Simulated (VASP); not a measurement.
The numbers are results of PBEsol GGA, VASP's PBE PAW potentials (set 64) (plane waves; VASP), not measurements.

VASP ran on this input.

File KPOINTS:
```
Automatic mesh
0
Gamma
12 12 12
0 0 0
```

POSCAR:
```
SiC
2.1796780
  0.0000000000   0.9999999841   0.9999999841
  0.9999999841   0.0000000000   0.9999999841
  0.9999999841   0.9999999841   0.0000000000
Si C
1 1
Cartesian
  0.0000000000   0.0000000000   0.0000000000
  0.4999999920   0.4999999920   0.4999999920
```

**INCAR**
```
SYSTEM = SiC
PREC = Accurate
ENCUT = 520
EDIFF = 1E-7
NELM = 100
ALGO = Normal
LREAL = .FALSE.
LASPH = .TRUE.
ISMEAR = -5
GGA = PS
LWAVE = .FALSE.
LCHARG = .TRUE.
LORBIT = 11
NEDOS = 601
ISIF = 2
```

POTCAR, in this order: Si C (PBE.64 set). Program: vasp_std.

Output of the run:

File OSZICAR:
```
       N       E                     dE             d eps       ncg     rms          rms(c)
DAV:   1     0.366744098410E+01    0.36674E+01   -0.41371E+03  1192   0.846E+02
DAV:   2    -0.173242965484E+02   -0.20992E+02   -0.20648E+02  1664   0.107E+02
DAV:   3    -0.177087256528E+02   -0.38443E+00   -0.38443E+00  1352   0.177E+01
DAV:   4    -0.177098321430E+02   -0.11065E-02   -0.11065E-02  1840   0.102E+00
DAV:   5    -0.177098324400E+02   -0.29699E-06   -0.29699E-06  1312   0.153E-02    0.873E+00
DAV:   6    -0.159983835666E+02    0.17114E+01   -0.70918E+00  1264   0.150E+01    0.390E+00
DAV:   7    -0.159294539154E+02    0.68930E-01   -0.33375E-01  1768   0.404E+00    0.176E+00
DAV:   8    -0.159151265903E+02    0.14327E-01   -0.19342E-02  1216   0.120E+00    0.154E-01
DAV:   9    -0.159151028439E+02    0.23746E-04   -0.76153E-04  1752   0.218E-01    0.102E-01
DAV:  10    -0.159151430139E+02   -0.40170E-04   -0.87803E-05  1496   0.732E-02    0.216E-02
DAV:  11    -0.159151428893E+02    0.12463E-06   -0.13445E-05  1488   0.226E-02    0.415E-03
DAV:  12    -0.159151430389E+02   -0.14963E-06   -0.56569E-07  1240   0.580E-03    0.782E-04
DAV:  13    -0.159151430795E+02   -0.40555E-07   -0.35448E-08   848   0.163E-03
   1 F= -.15915143E+02 E0= -.15915143E+02  d E =0.000000E+00
```

**OUTCAR**
```
------------------------ aborting loop because EDIFF is reached ----------------------------------------
  FORCE on cell =-STRESS in cart. coord.  units (eV):
  Direction    XX          YY          ZZ          XY          YZ          ZX
  --------------------------------------------------------------------------------------
  Total       -0.0046864     -0.0046864     -0.0046864     -0.0000000     -0.0000000      0.0000000
  in kB       -0.3625287     -0.3625287     -0.3625287     -0.0000000     -0.0000000      0.0000000
  external PRESSURE =      -0.3625287 kB  Pullay stress =       0.0000000 kB
  volume of cell :       20.71
      direct lattice vectors                 reciprocal lattice vectors
     0.000000000  2.179677965  2.179677965    -0.229391684  0.229391684  0.229391684
     2.179677965  0.000000000  2.179677965     0.229391684 -0.229391684  0.229391684
     2.179677965  2.179677965  0.000000000     0.229391684  0.229391684 -0.229391684
  FREE ENERGIE OF THE ION-ELECTRON SYSTEM (eV)
  ---------------------------------------------------
  free  energy   TOTEN  =       -15.9151430795 eV

  energy  without entropy=      -15.9151430795  energy(sigma->0) =      -15.91514308

 total charge

# of ion       s       p       d       tot
------------------------------------------
    1        0.708   0.972   0.000   1.681
    2        0.833   1.698   0.000   2.531
--------------------------------------------------
tot          1.541   2.671   0.000   4.212
```
(Selected blocks of OUTCAR.)

The structure was generated: SiC was put into the zinc blende type (F-43m), which need not be its known phase. It was relaxed first.
